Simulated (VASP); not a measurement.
Input:

```yaml
crystal:
  lattice:
    - [1.76228, -3.05237, 0.00000]
    - [1.76228, 3.05237, 0.00000]
    - [0.00000, 0.00000, 5.53025]
  atoms:
    - { symbol: Pt, position: [0.00000, 0.00000, 0.00000] }
    - { symbol: S, position: [0.33333, 0.66667, 0.22084] }
    - { symbol: S, position: [0.66667, 0.33333, 0.77916] }
```

Calculation: SCAN meta-GGA, VASP's PBE PAW potentials (set 64) (plane waves; VASP). Numerical set-up: 520 eV cut-off, 8×8×5 Γ-centred mesh, tetrahedra with Blöchl corrections, potentials Pt S.

The cores are frozen, which limits the accuracy of field gradients.

Problem. Give the principal components of the electric field gradient (V/Å²) and the asymmetry η at each nucleus.

Solution. 
```tsv
atom	Vxx	Vyy	Vzz	η
Pt1	-76.7	-76.7	153.4	0.00
S2	33.8	33.8	-67.5	0.00
S3	33.8	33.8	-67.5	0.00
```

The compound is PtS2 in the 1T layered structure. It was relaxed first, which changed the volume by +9 %.
